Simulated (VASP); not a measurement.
Consider the following.

```
ZnS
1.0
    1.92249    -3.32985     0.00000
    1.92249     3.32985     0.00000
    0.00000     0.00000     6.29915
Zn S
2 2
Direct
  0.66667   0.33333   0.50012
  0.33333   0.66667   0.00012
  0.66667   0.33333   0.87488
  0.33333   0.66667   0.37488
```

Method: PBE GGA, VASP's PBE PAW potentials (set 64) (plane waves; VASP). Settings: 480 eV cut-off, 6×6×4 Γ-centred mesh, Gaussian smearing of 0.050 eV, potentials Zn S.

Each relaxation starts from this cell; other phases were not tried.

Q: The cell is relaxed at 20 GPa. What happens?

A: The volume per atom goes from 20.16 to 16.72 Å³ (-17.1 %), and the cell becomes a = b = 3.601 Å, c = 5.957 Å, α = β = 90.00°, γ = 120.00°, space group P6_3mc. The gap on the mesh goes from 2.09 to 2.93 eV.

Q: The cell is relaxed at 30 GPa. What happens?

A: The volume per atom goes from 20.16 to 15.74 Å³ (-21.9 %), and the cell becomes a = b = 3.518 Å, c = 5.873 Å, α = β = 90.00°, γ = 120.00°, space group P6_3mc. The gap on the mesh goes from 2.09 to 3.17 eV.

Failed runs are left out, and for metals the shear rows, which the mesh's noise covers.

The compound is ZnS in the wurtzite structure, the high-temperature form.
